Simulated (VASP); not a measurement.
Here is the system:

```
CELL_PARAMETERS angstrom
      0.00000     2.32000     2.32000
      2.32000     0.00000     2.32000
      2.32000     2.32000     0.00000
ATOMIC_POSITIONS crystal
  Hf 0.00000 0.00000 0.00000
  C  0.50000 0.50000 0.50000
```

These are PBE GGA, VASP's PBE PAW potentials (set 64) (plane waves; VASP 6.6.1) values and carry that method's errors. Numerical set-up: LASPH = .FALSE., 520 eV cut-off, 12×12×12 Γ-centred mesh, first-order Methfessel-Paxton smearing of 0.10 eV, potentials Hf_pv C.

Q: Give the stress tensor in GPa (positive for a compressed cell).

A: 
```
1.16  0.00  0.00
0.00  1.16  0.00
0.00  0.00  1.16
```
The pressure is its mean diagonal, 1.16 GPa.

The compound is HfC in the rock salt structure. The cell was not relaxed at this level. The run is one of a series of settings (LASPH = .FALSE. against the base run), some of them coarse on purpose.
